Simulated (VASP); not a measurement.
Output of a VASP run:

OSZICAR:
```
       N       E                     dE             d eps       ncg     rms          rms(c)
DAV:   1     0.103440631725E+03    0.10344E+03   -0.87537E+03  1040   0.116E+03
DAV:   2    -0.370262578789E+02   -0.14047E+03   -0.13683E+03  1270   0.401E+02
DAV:   3    -0.434191065588E+02   -0.63928E+01   -0.63053E+01  1634   0.701E+01
DAV:   4    -0.437454881989E+02   -0.32638E+00   -0.32553E+00  1534   0.156E+01
DAV:   5    -0.437565997112E+02   -0.11112E-01   -0.11108E-01  1665   0.254E+00    0.127E+01
DAV:   6    -0.357836805025E+02    0.79729E+01   -0.54417E+00  1712   0.300E+01    0.444E+00
DAV:   7    -0.359153234930E+02   -0.13164E+00   -0.52263E-01  1235   0.731E+00    0.240E+00
DAV:   8    -0.357553607150E+02    0.15996E+00   -0.58249E-01  1248   0.887E+00    0.891E-01
DAV:   9    -0.358673583085E+02   -0.11200E+00   -0.94058E-02  1256   0.386E+00    0.554E-01
DAV:  10    -0.359227762778E+02   -0.55418E-01   -0.30015E-02  1407   0.186E+00    0.197E-01
DAV:  11    -0.359611632121E+02   -0.38387E-01   -0.16773E-02  1110   0.143E+00    0.146E-01
DAV:  12    -0.359616809895E+02   -0.51778E-03   -0.69688E-03  1345   0.765E-01    0.647E-02
DAV:  13    -0.359624254941E+02   -0.74450E-03   -0.87534E-04  1274   0.336E-01    0.575E-02
DAV:  14    -0.359628058608E+02   -0.38037E-03   -0.57488E-04  1140   0.245E-01    0.306E-02
DAV:  15    -0.359627914480E+02    0.14413E-04   -0.56779E-05  1459   0.739E-02    0.570E-03
DAV:  16    -0.359627989998E+02   -0.75518E-05   -0.64675E-06  1340   0.304E-02    0.349E-03
DAV:  17    -0.359627954903E+02    0.35095E-05   -0.18727E-06   880   0.157E-02    0.395E-03
DAV:  18    -0.359627990659E+02   -0.35756E-05   -0.32465E-07   625   0.726E-03    0.114E-03
DAV:  19    -0.359627968020E+02    0.22640E-05   -0.21150E-07   625   0.522E-03    0.227E-04
DAV:  20    -0.359627968519E+02   -0.49958E-07   -0.32243E-08   615   0.254E-03
   1 F= -.35962797E+02 E0= -.35962108E+02  d E =-.137685E-02
```

### OUTCAR
```
------------------------ aborting loop because EDIFF is reached ----------------------------------------
  FORCE on cell =-STRESS in cart. coord.  units (eV):
  Direction    XX          YY          ZZ          XY          YZ          ZX
  --------------------------------------------------------------------------------------
  Total        1.3726109      1.3726113      2.5041753     -0.0000002     -0.0000000      0.0000000
  in kB       71.5365389     71.5365595    130.5104320     -0.0000125     -0.0000000      0.0000000
  external PRESSURE =      91.1945102 kB  Pullay stress =       0.0000000 kB
  volume of cell :       30.74
      direct lattice vectors                 reciprocal lattice vectors
     3.313273000  0.000000000  0.000000000     0.301816361  0.174253785  0.000000000
    -1.656637000  2.869379000  0.000000000     0.000000000  0.348507465  0.000000000
     0.000000000  0.000000000  3.233590000     0.000000000  0.000000000  0.309253802
 POSITION                                       TOTAL-FORCE (eV/Angst)
 -----------------------------------------------------------------------------------
      0.00000      0.00000      0.00000         0.000000     -0.000000      0.000000
      1.65664      0.95646      1.61679        -0.000000      0.000000      0.000000
 -----------------------------------------------------------------------------------
    total drift:                               -0.000238      0.000130      0.000000
  FREE ENERGIE OF THE ION-ELECTRON SYSTEM (eV)
  ---------------------------------------------------
  free  energy   TOTEN  =       -35.9627968519 eV

  energy  without entropy=      -35.9614199988  energy(sigma->0) =      -35.96210843
```
(Selected blocks of OUTCAR.)

POSCAR:
```
NbP
1
    3.3132730000     0.0000000000     0.0000000000
   -1.6566370000     2.8693790000     0.0000000000
    0.0000000000     0.0000000000     3.2335900000
Nb P
1 1
Direct
  0.0000000000   0.0000000000   0.0000000000
  0.6666670000   0.3333330000   0.5000000000
```

Q: Write an INCAR and KPOINTS that could have produced this output.

A: One answer among several that fit: the input of the run itself, r2SCAN meta-GGA, plane waves, VASP's PBE PAW potentials (set 64).

### INCAR
```
# general
SYSTEM   =  NbP
PREC     =  Accurate
ENCUT    =  400
LREAL    =  .FALSE.   # projection in real space or not
LASPH    =  .TRUE.

# electronic loop
EDIFF    =  1E-6   # SCF stop (eV)
NELM     =  100   # most electronic steps
ALGO     =  Normal   # blocked Davidson
LMAXMIX  =  4   # l cut-off of mixed one-centre charges
LMIXTAU  =  .TRUE.

# smearing
ISMEAR   =  0   # Gaussian
SIGMA    =  0.05   # width (eV)

# functional
METAGGA  =  R2SCAN

# ions
ISIF     =  2   # forces and stress, cell fixed

# output
LWAVE    =  .FALSE.
LCHARG   =  .FALSE.
```

### KPOINTS
```
Automatic mesh
0
Gamma
8 8 7
0 0 0
```

POTCAR, in this order: Nb_sv P (PBE.64 set). Program: vasp_std.

The structure was generated: NbP was put into the WC type (P-6m2), which need not be its known phase. The cell was not relaxed at this level. The run is one of a series of settings (GGA removed, LMIXTAU = .TRUE., METAGGA = R2SCAN against the base run), some of them coarse on purpose.
